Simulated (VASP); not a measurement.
Input:

```
CELL_PARAMETERS angstrom
      0.00000     2.84399     2.84399
      2.84399     0.00000     2.84399
      2.84399     2.84399     0.00000
ATOMIC_POSITIONS crystal
  Al 0.00000 0.00000 0.00000
  As 0.25000 0.25000 0.25000
```

These are AM05 GGA, VASP's PBE PAW potentials (set 64) (plane waves; VASP 6.6.1) values and carry that method's errors. Run with 520 eV cut-off, Gaussian smearing of 0.050 eV, potentials Al As.

### Question
What does the run give for the band gap (along the path) with the smallest direct gap where there is one?

### Answer

The band gap (along the path) is 1.41 eV. The smallest direct gap (along the path) is 1.93 eV.

Only differences to runs with the same potentials and settings are physical.

The compound is AlAs in the zinc blende structure. It was relaxed first.
